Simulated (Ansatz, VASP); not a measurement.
# SnTe2 in two plane-wave programs, part 2 of 2

Wanted: the spread between two codes on one cell, functional and k mesh. The cell is generated by rule, not measured, and may not be a known phase. The cell is taken from a series of runs on this material, whose earlier steps may have relaxed, scaled, displaced or heated it; both programs get it as it stands.

VASP 6.6.1 and Ansatz 0.2.0.

So far: The starting structure; Ansatz: relaxation of cell and atoms, PBE, pair 1; VASP: relaxation of cell and atoms, PBE, pair 1; Comparison.

## (5) VASP: relaxation of cell and atoms, PBE, pair 2

Level of this step: PBE; plane waves and PAW (Sn_d, Te); invented cell (VASP).

The relaxed volume is the usual yardstick between codes: in a stiff, nearly cubic crystal its relative difference is about their pressure difference at one cell divided by the bulk modulus.

INCAR reads:

```
SYSTEM = SnTe2
PREC = Accurate
ENCUT = 500
EDIFF = 1E-07
NELM = 120
ISMEAR = 1
SIGMA = 0.2
LREAL = .FALSE.
ALGO = Normal
GGA = PE
NBANDS = 19
LORBIT = 11
LWAVE = .FALSE.
LCHARG = .FALSE.
ISIF = 3
IBRION = 2
NSW = 80
EDIFFG = -0.005
LASPH = .TRUE.
GGA_COMPAT = .FALSE.
NELMIN = 4
KPAR = 2
```

POSCAR reads:

```
SnTe2
1.0
    0.0000000000      3.7232750000      3.7232750000
    3.7232750000      0.0000000000      3.7232750000
    3.7232750000      3.7232750000      0.0000000000
Sn Te
1 2
Direct
    0.0000000000      0.0000000000      0.0000000000
    0.2499999329      0.2499999329      0.2499999329
    0.7499999329      0.7499999329      0.7499999329
```

KPOINTS reads:

```
Automatic mesh
0
Gamma
12 12 12
0 0 0
```

The projector-augmented-wave data sets are Sn_d and Te (PBE family, release 64).

Launch:

```
$ mpirun -np 2 vasp_std
```

Numbers of over 12 decimals in the logs are rounded to 6 here.

Output:

```text
[... set-up lines as in an earlier step ...]
 entering main loop
       N       E                     dE             d eps       ncg     rms          rms(c)
DAV:   1     0.174303244758E+03    0.17430E+03   -0.11342E+04  2750   0.135E+03
DAV:   2     0.885209485670E+01   -0.16545E+03   -0.16107E+03  2953   0.327E+02
DAV:   3    -0.903132525867E+01   -0.17883E+02   -0.17498E+02  3356   0.102E+02
DAV:   4    -0.973669575472E+01   -0.70537E+00   -0.70074E+00  3102   0.207E+01
[...]
DAV:  10    -0.974925707698E+01   -0.32913E-05   -0.11526E-05  3686   0.259E-02    0.285E-02
DAV:  11    -0.974927056629E+01   -0.13489E-04   -0.35492E-05  2919   0.253E-02    0.161E-02
DAV:  12    -0.974927059828E+01   -0.31991E-07   -0.58006E-07  3003   0.640E-03
   1 F= -.97492706E+01 E0= -.97495383E+01  d E =-.974927E+01
[...]
N       E                     dE             d eps       ncg     rms          rms(c)
DAV:   1    -0.974971771454E+01   -0.44715E-03   -0.98854E-03  3567   0.125E+00    0.123E-01
DAV:   2    -0.974937671660E+01    0.34100E-03   -0.58800E-04  3585   0.328E-01    0.542E-02
DAV:   3    -0.974928872838E+01    0.87988E-04   -0.21594E-04  3646   0.179E-01    0.110E-02
DAV:   4    -0.974928647184E+01    0.22565E-05   -0.10211E-05  3962   0.266E-02    0.143E-02
DAV:   5    -0.974928661191E+01   -0.14007E-06   -0.96559E-07  3622   0.725E-03    0.246E-03
DAV:   6    -0.974928677178E+01   -0.15988E-06   -0.13878E-07  1632   0.492E-03    0.278E-04
DAV:   7    -0.974928675581E+01    0.15975E-07   -0.12915E-08  1530   0.107E-03
   2 F= -.97492868E+01 E0= -.97495534E+01  d E =-.161575E-04
 trial-energy change:   -0.000016  1 .order   -0.000018   -0.000052    0.000016
 step:   0.7358(harm=  0.7650)  dis= 0.00000  next Energy=    -9.749289 (dE=-0.183E-04)
 reached required accuracy - stopping structural energy minimisation
```

Parts of OUTCAR (step 5):

```text
  Total        0.0100357      0.0100357      0.0100357      0.0000000      0.0000000      0.0000000
  in kB        0.1560053      0.1560053      0.1560053      0.0000000      0.0000000      0.0000000
  external PRESSURE =       0.1560053 kB  Pullay stress =       0.0000000 kB

 POSITION                                       TOTAL-FORCE (eV/Angst)
 -----------------------------------------------------------------------------------
      3.72132      7.44264      3.72132        -0.000000      0.000000     -0.000000
      1.86066      1.86066      1.86066         0.000000      0.000000      0.000000
      5.58198      5.58198      5.58198        -0.000000     -0.000000     -0.000000
 -----------------------------------------------------------------------------------
    total drift:                                0.000283      0.000283      0.000283

  FREE ENERGIE OF THE ION-ELECTRON SYSTEM (eV)
  ---------------------------------------------------
  free  energy   TOTEN  =        -9.7492867558 eV

  energy  without entropy=       -9.7500866462  energy(sigma->0) =       -9.74955339

[... 1 part as in an earlier step ...]

[... 3 further parts left out ...]
[key lines of the parts left out:]
E-fermi :   5.3316
```

## (6) Ansatz: relaxation of cell and atoms, PBE, pair 2

The same cell, functional, mesh and smearing now go to Ansatz, which takes its cutoff from its data sets.

The cell is taken from a series of runs on this material, whose earlier steps may have relaxed, scaled, displaced or heated it; both programs get it as it stands.

input.yaml reads:

```yaml
crystal:
  lattice:
    - [0.0, 3.7232746473, 3.7232746473]
    - [3.7232746473, 0.0, 3.7232746473]
    - [3.7232746473, 3.7232746473, 0.0]
  atoms:
    - { symbol: Sn, position: [0.0, 0.0, 0.0] }
    - { symbol: Te, position: [0.25, 0.25, 0.25] }
    - { symbol: Te, position: [0.75, 0.75, 0.75] }
kpoints:
  mp_grid: { grid: [12, 12, 12] }
hamiltonian:
  xc: pbe
scf:
  occupations: { method: methfessel_paxton, width: 0.2 }
output:
  forces: true
  stress: true
  eigenvalues: true
  write_density: true
  write_potential: true
  elf: true
  volumetric_format: npy
relax:
  adjacent_minimum: "off"
  f_tol: 0.001
  max_steps: 60
  cell: { stress_tol: 0.01 }
```

Launch:

```
$ ansatz run input.yaml --threads 4 --pin off --max-ram 7168MiB --backend cpu --events-out ev --progress --plain --runs-dir out
```

Output:

```text
[...]
Crystal: 3 atoms, lattice volume = 103.230 Å³
Basis set: ecut = 420 eV, 1989 PW (Γ), exchange–correlation on 72×72×72 points (8 copies of the dense FFT grid, shifted against one another)
Bands: 28, of which v1, the nominal top of the filled ones, is band 23 counted from 1 (22 counted from 0)
Symmetry: 48 space group operations
[...]
k-points: 72 of 1728
[...]
k-point 71: bands = [... 19 lower, 5.4758, 5.4758, 7.1136, 8.6176, 8.7278, 10.4152, 11.5797, 11.5797, ... 1 higher]
--- Relaxed structure (2 steps of the walk, 2 accepted, 1 SCFs on fresh bases) ---
[...]
cell:  # Å, volume = 103.1866 Å³
    - [0, 3.722755, 3.722755]
    - [3.722755, 0, 3.722755]
    - [3.722755, 3.722755, 0]
  atoms:
    - { symbol: Sn, position: [0, 0, 0] }
    - { symbol: Te, position: [0.25, 0.25, 0.25] }
    - { symbol: Te, position: [0.750000, 0.750000, 0.750000] }
[key lines of the parts left out:]
SCF converged after 5 iterations
Free energy (F): -19983.743660 eV
Fermi energy:    7.903228 eV
P = ⅓ Tr σ = 0.0009 GPa (0.009 kbar)
```

## (7) Comparison

What differs besides the data sets and the points named for the pairs above, as far as they apply: the data sets hold 46 valence electrons in Ansatz (on its default PAW (the set named soft_2) files) and 26 in VASP. Total energies have different zeros and are not compared.

The two programs side by side:

```
                                         quantity  Ansatz    VASP  difference
                                      volume (Å³)  103.19  103.07     +0.12 %
edge a after relaxation, in the typed setting (Å)   5.265   5.263     +0.04 %
```

## (8) VASP: relaxation of cell and atoms, PBE, pair 3

The relaxed volume is the usual yardstick between codes: in a stiff, nearly cubic crystal its relative difference is about their pressure difference at one cell divided by the bulk modulus. This pair takes another cell of the material, with 6 atoms against 3 for the pair before.

Edit INCAR of step 5 so:

```diff
@@ -10,3 +10,3 @@
 GGA = PE
-NBANDS = 19
+NBANDS = 32
 LORBIT = 11
```

POSCAR reads:

```
SnTe2
1.0
    4.3669840000      0.0000000000      0.0000000000
    0.0000000000      4.3669840000      0.0000000000
    0.0000000000      0.0000000000     11.8536550000
Sn Te
2 4
Direct
    0.0000000000      0.0000000000      0.0000000000
    0.5000000000      0.5000000000      0.4999999578
    0.0000000000      0.5000000000      0.8475965430
    0.5000000000      0.0000000000      0.1524033726
    0.0000000000      0.5000000000      0.3475965852
    0.5000000000      0.0000000000      0.6524034148
```

KPOINTS reads:

```
Automatic mesh
0
Gamma
8 8 4
0 0 0
```

Launch:

```
$ mpirun -np 2 vasp_std
```

Output:

```text
[banner, memory and clock lines left out]
running    2 mpi-ranks, on    1 nodes
[...]
LDA part: xc-table for (Slater+PW92), standard interpolation
 POSCAR, INCAR and KPOINTS ok, starting setup
[...]
entering main loop
       N       E                     dE             d eps       ncg     rms          rms(c)
DAV:   1     0.423656141399E+03    0.42366E+03   -0.21964E+04  2880   0.159E+03
DAV:   2     0.367883001371E+02   -0.38687E+03   -0.37741E+03  2984   0.390E+02
DAV:   3    -0.182799478944E+02   -0.55068E+02   -0.53876E+02  3560   0.145E+02
DAV:   4    -0.209264362534E+02   -0.26465E+01   -0.26326E+01  3288   0.345E+01
[...]
DAV:  14    -0.207524612110E+02    0.46182E-06   -0.55460E-07  2848   0.365E-03    0.836E-03
DAV:  15    -0.207524608709E+02    0.34013E-06   -0.37432E-07  2760   0.475E-03    0.158E-03
DAV:  16    -0.207524608621E+02    0.88057E-08   -0.77497E-08  1792   0.158E-03
   1 F= -.20752461E+02 E0= -.20753580E+02  d E =-.207525E+02
[... from here on, the cycles between the ionic steps are left out ...]
   2 F= -.20752495E+02 E0= -.20753613E+02  d E =-.341970E-04
   3 F= -.20752498E+02 E0= -.20753615E+02  d E =-.372723E-04
   4 F= -.20752515E+02 E0= -.20753649E+02  d E =-.165488E-04
 trial-energy change:   -0.000017  1 .order   -0.000007   -0.000032    0.000019
 step:   0.9010(harm=  0.6998)  dis= 0.00032  next Energy=   -20.752516 (dE=-0.183E-04)
 reached required accuracy - stopping structural energy minimisation
```

OUTCAR, selected parts (step 8):

```text
  Total        0.0203088      0.0203088      0.0140022      0.0000000      0.0000000      0.0000000
  in kB        0.1440132      0.1440132      0.0992921      0.0000000      0.0000000      0.0000000
  external PRESSURE =       0.1291062 kB  Pullay stress =       0.0000000 kB

 POSITION                                       TOTAL-FORCE (eV/Angst)
 -----------------------------------------------------------------------------------
      4.36402      0.00000      0.00000        -0.000000      0.000000      0.000000
      2.18201      2.18201      5.93185         0.000000      0.000000      0.000000
      4.36402      2.18201     10.05438        -0.000000     -0.000000      0.001148
      2.18201      4.36402      1.80932        -0.000000      0.000000     -0.001148
      4.36402      2.18201      4.12253        -0.000000     -0.000000      0.001148
      2.18201     -0.00000      7.74116        -0.000000      0.000000     -0.001148
 -----------------------------------------------------------------------------------
    total drift:                                0.000000      0.000000      0.000564

  FREE ENERGIE OF THE ION-ELECTRON SYSTEM (eV)
  ---------------------------------------------------
  free  energy   TOTEN  =       -20.7525146832 eV

  energy  without entropy=      -20.7559174769  energy(sigma->0) =      -20.75364895

[... 1 part as in an earlier step ...]

[... 3 further parts left out ...]
[key lines of the parts left out:]
E-fermi :   4.6145
```

## (9) Ansatz: relaxation of cell and atoms, PBE, pair 3

The same cell, functional, mesh and smearing now go to Ansatz, which takes its cutoff from its data sets.

The cell is taken from a series of runs on this material, whose earlier steps may have relaxed, scaled, displaced or heated it; both programs get it as it stands.

input.yaml, the sections that differ from step 6:

```yaml
crystal:
  lattice:
    - [4.366983627, 0.0, 0.0]
    - [0.0, 4.366983627, 0.0]
    - [0.0, 0.0, 11.8536546963]
  atoms:
    - { symbol: Sn, position: [0.0, 0.0, 0.0] }
    - { symbol: Sn, position: [0.5, 0.5, 0.5] }
    - { symbol: Te, position: [0.0, 0.5, 0.8475965835] }
    - { symbol: Te, position: [0.5, 0.0, 0.1524034165] }
    - { symbol: Te, position: [0.0, 0.5, 0.3475965835] }
    - { symbol: Te, position: [0.5, 0.0, 0.6524034165] }
kpoints:
  mp_grid: { grid: [8, 8, 4] }
output:
  forces: true
  stress: true
  eigenvalues: true
# hamiltonian, scf, relax: as in step 6
```

Launch:

```
$ ansatz run input.yaml --threads 4 --pin off --max-ram 7168MiB --backend cpu --events-out ev --progress --plain --runs-dir out
```

Output:

```text
[...]
Crystal: 6 atoms, lattice volume = 226.056 Å³
Basis set: ecut = 420 eV, 4431 PW (Γ), exchange–correlation on 60×60×160 points (8 copies of the dense FFT grid, shifted against one another)
Bands: 56, of which v1, the nominal top of the filled ones, is band 46 counted from 1 (45 counted from 0)
Symmetry: 16 space group operations
[...]
k-points: 45 of 256
[...]
cell:  # Å, volume = 226.2409 Å³
    - [4.363576, 0, 0.0]
    - [0, 4.363576, 0.0]
    - [0.0, 0.0, 11.881907]
  atoms:
    - { symbol: Sn, position: [0, 0, 0] }
    - { symbol: Sn, position: [0.5, 0.5, 0.500000] }
    - { symbol: Te, position: [0, 0.5, 0.847909] }
    - { symbol: Te, position: [0.5, 0, 0.152091] }
    - { symbol: Te, position: [0, 0.5, 0.347909] }
    - { symbol: Te, position: [0.5, 0, 0.652091] }
[key lines of the parts left out:]
SCF converged after 6 iterations
Free energy (F): -39968.752626 eV
Fermi energy:    6.952373 eV
P = ⅓ Tr σ = -0.0000 GPa (-0.000 kbar)
```

## (10) Differences

What differs besides the data sets and the points named for the pairs above, as far as they apply: the data sets hold 92 valence electrons in Ansatz (on its default PAW (the set named soft_2) files) and 52 in VASP. Total energies have different zeros and are not compared.

Compared:

```
                                         quantity  Ansatz    VASP  difference
                                      volume (Å³)  226.24  225.94     +0.13 %
edge a after relaxation, in the typed setting (Å)   4.364   4.364     -0.01 %
edge c after relaxation, in the typed setting (Å)  11.882  11.864     +0.15 %
```

## (11) What came out

- difference in volume (relaxation of cell and atoms, PBE, pair 1): 0.070 %
- difference in volume (relaxation of cell and atoms, PBE, pair 2): 0.12 %
- difference in edge c after relaxation, in the typed setting (relaxation of cell and atoms, PBE, pair 3): 0.15 %

In words: The difference in edge c after relaxation, in the typed setting is 0.15 % (relaxation of cell and atoms, PBE, pair 3), within the 1.2 % picked in this series as the mark of a large difference, as far as the stopping tolerances let one tell. The data sets hold unlike numbers of valence electrons (46 in Ansatz and 26 in VASP and 92 in Ansatz and 52 in VASP), so part of the differences comes from the potentials. 1 further run of this series is not shown here. How closely two codes agree says nothing of how well the functional describes the real material.

[Lines on the potential files, build, host, timing and source positions are cut from VASP's logs without a mark.]

[Logs are printed without paths, hosts, clocks, repeated set-up lines and the standing remarks that a program may print on its own settings, such as how far it seeks lower states.]

[Hosts, paths, dates, database ids (printed as entryN), source tags and the programs' standing remarks are cut or masked in the printed files.]
